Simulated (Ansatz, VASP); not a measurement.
**Al3Pd: VASP beside Ansatz**

The input INCAR:

```
SYSTEM = Al3Pd
ALGO = Normal
EDIFF = 1E-7
ENCUT = 520
GGA = PE
ISIF = 2
ISMEAR = -1
LASPH = .True.
LCHARG = .False.
LREAL = .False.
LWAVE = .False.
NBANDS = 18
NELM = 100
PREC = Accurate
SIGMA = 0.05
```

Contents of KPOINTS:

```
k-points
0
Gamma
  7 7 7
  0 0 0
```

The input POSCAR:

```
Al3Pd
1.0
    3.8935668393      0.0000000000      0.0000000000
    0.0000000000      3.8935668393      0.0000000000
    0.0000000000      0.0000000000      3.8935668393
Pd Al
1 3
Direct
    0.0000000000      0.0000000000      0.0000000000
    0.5000000000      0.5000000000      0.0000000000
    0.5000000000      0.0000000000      0.5000000000
    0.0000000000      0.5000000000      0.5000000000
```

The input input.yaml:

```yaml
crystal:
  lattice:
    - [3.8935668393, 0.0, 0.0]
    - [0.0, 3.8935668393, 0.0]
    - [0.0, 0.0, 3.8935668393]
  atoms:
    - { symbol: Pd, position: [0.0, 0.0, 0.0] }
    - { symbol: Al, position: [0.5, 0.5, 0.0] }
    - { symbol: Al, position: [0.5, 0.0, 0.5] }
    - { symbol: Al, position: [0.0, 0.5, 0.5] }
hamiltonian:
  xc: pbe
  pseudopotentials: { kind: paw }
kpoints:
  mp_grid: { grid: [7, 7, 7] }
scf:
  occupations: { method: fermi_dirac, width: 0.05 }
output:
  forces: true
  stress: true
  eigenvalues: true
```

Change from the starting cell: volume scaled by 0.96.

Alike in both runs: task single point; functional PBE; k mesh 7 × 7 × 7; occupations fermi-dirac, width 0.05 eV; no spin polarisation.

|  | VASP | Ansatz |
| --- | --- | --- |
| version | VASP 6.6.1 | Ansatz 0.2.0 |
| potentials or method | VASP PAW PBE potentials, release 64 (Pd, Al) | Ansatz PAW |
| plane-wave cutoff (eV) | 520 | 420 |
| valence electrons in the cell | 19 | 27 |

```tsv
	VASP	Ansatz	Ansatz less VASP
gap on the k mesh at the Fermi level (eV)	none	none	-
pressure (GPa)	6.5	6.5	+0.03
```

A gap of «none» marks a metal or a gap that the smearing closes. The two sets of potentials don't hold the same shells in valence.
